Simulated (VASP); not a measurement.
Given:

```xyz
4
Lattice="4.3559 0.0000 0.0000 0.0000 4.3559 0.0000 0.0000 0.0000 4.2876" Properties=species:S:1:pos:R:3 pbc="T T T"
Cd     0.0000     2.1780     2.1438
Cd     2.1780     4.3559     2.1438
Cd     2.1780     2.1780     0.0000
Zr     0.0000     4.3559     4.2876
```

Computed with PBEsol GGA, VASP's PBE PAW potentials (set 64) (plane waves; VASP). Settings: 400 eV cut-off, Gaussian smearing of 0.050 eV, potentials Cd Zr_sv.

**Question.** Give the energies of bands 20 to 27 at the high-symmetry points, in eV from the Fermi level.

**Answer.** 
```csv
band,Γ,X,M,Z,R,A
20,-7.51,-5.94,-4.97,-5.85,-4.92,-2.36
21,-0.75,-5.62,-3.18,-5.57,-3.10,-2.36
22,-0.61,-0.47,-3.18,-0.49,-3.07,-2.29
23,0.21,-0.37,-2.85,-0.49,-2.85,-2.11
24,0.21,-0.33,0.28,-0.38,0.19,-1.03
25,0.43,1.78,0.28,1.95,0.25,-1.03
26,2.03,2.01,1.98,1.96,2.06,-0.97
27,2.08,2.72,2.42,2.61,2.55,2.42
```

It has no gap at this level: it comes out as a metal or semimetal.

The structure comes from a measured ZrCd3 entry (P4/mmm) of the Crystallography Open Database, whose conditions weren't checked. It was relaxed first.
